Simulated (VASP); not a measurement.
Given:

```
CELL_PARAMETERS angstrom
      0.00000     1.98042     1.98042
      1.98042     0.00000     1.98042
      1.98042     1.98042     0.00000
ATOMIC_POSITIONS crystal
  Ir 0.00000 0.00000 0.00000
```

The numbers are results of PW91 GGA, VASP's PBE PAW potentials (set 64) (plane waves; VASP), not measurements. Run with 520 eV cut-off, 16×16×16 Γ-centred mesh, first-order Methfessel-Paxton smearing of 0.10 eV, potentials Ir.

Problem. Give the stress tensor in GPa (positive for a compressed cell).

Solution. 
```
-16.95    0.00    0.00
  0.00  -16.95    0.00
  0.00    0.00  -16.95
```
The pressure is its mean diagonal, -16.95 GPa.

The compound is Ir in the fcc structure. This cell is one point of a volume scan, at 1.06 of the reference volume.
